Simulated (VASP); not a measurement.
SnSe2:

```
Sn Se
1.0
     3.86439    0.00000    0.00000
    -1.93219    3.34666    0.00000
     0.00000    0.00000    6.22196
Sn Se
1 2
Cartesian
  0.0000 0.0000 0.0000
  -0.0002 2.2312 1.5493
  1.9324 1.1154 4.6727
```

* Program: VASP 6.6.1
* Task: relaxation of cell and atoms
* Functional: PBEsol
* Potentials or basis: VASP PAW PBE potentials, release 64 (Sn_d, Se)
* Cutoff: 600 eV
* k mesh: 5 × 5 × 3
* Occupations: gaussian, width 0.1491 eV
* Spin: no spin polarisation

At the start: pressure -0.2 GPa; volume 26.82 Å³/atom.

How do energy, volume and symmetry change on relaxing?

Over 8 steps the energy falls by 3.0 meV/atom and the volume is 26.52 Å³/atom (-1.1 %); space group P-3m1 (No. 164, to 0.05 Å).

Step by step:
```csv
step,energy change (eV),largest force (eV/Å),pressure (GPa),volume (Å³)
1,0.0000,0.1849,-0.16,80.47
2,-0.0074,0.0642,-0.21,80.15
3,-0.0086,0.0118,-0.22,79.96
4,-0.0086,0.0082,-0.21,79.97
5,-0.0087,0.0420,0.18,79.49
6,-0.0088,0.0181,0.00,79.72
7,-0.0088,0.0157,0.00,79.68
8,-0.0089,0.0097,0.01,79.57
```

Final structure:
```
Sn Se
1.0
     3.82581    0.00003    0.00012
    -1.91288    3.31327   -0.00012
     0.00020   -0.00011    6.27754
Sn Se
1 2
Cartesian
  0.0000 0.0000 0.0000
  -0.0001 2.2089 1.5808
  1.9132 1.1043 4.6967
```

Caveat: the PAW data sets were made with another functional, which shifts forces and pressure a little; this functional lacks dispersion, which binds the layers, so the pressure and a relaxed spacing across them are unreliable.
